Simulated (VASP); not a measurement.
Data:

```yaml
crystal:
  lattice:
    - [4.61190, 0.00000, 0.00000]
    - [0.00000, 4.61190, 0.00000]
    - [0.00000, 0.00000, 4.61190]
  atoms:
    - { symbol: Cs, position: [0.00000, 0.00000, 0.00000] }
    - { symbol: I, position: [0.50000, 0.50000, 0.50000] }
```

Calculation: r2SCAN meta-GGA, VASP's PBE PAW potentials (set 64) (plane waves; VASP). Settings: 400 eV cut-off, 7×7×7 Γ-centred mesh, Gaussian smearing of 0.010 eV, potentials Cs_sv I.

Problem. Predict the energy per atom (σ→0).

Solution. 
```json
{
 "energy per atom (σ→0)": "-26.561 eV/atom"
}
```

The absolute energy has meaning only against runs of the same code, potentials and settings.

The compound is CsI in the CsCl type structure. It was relaxed first.
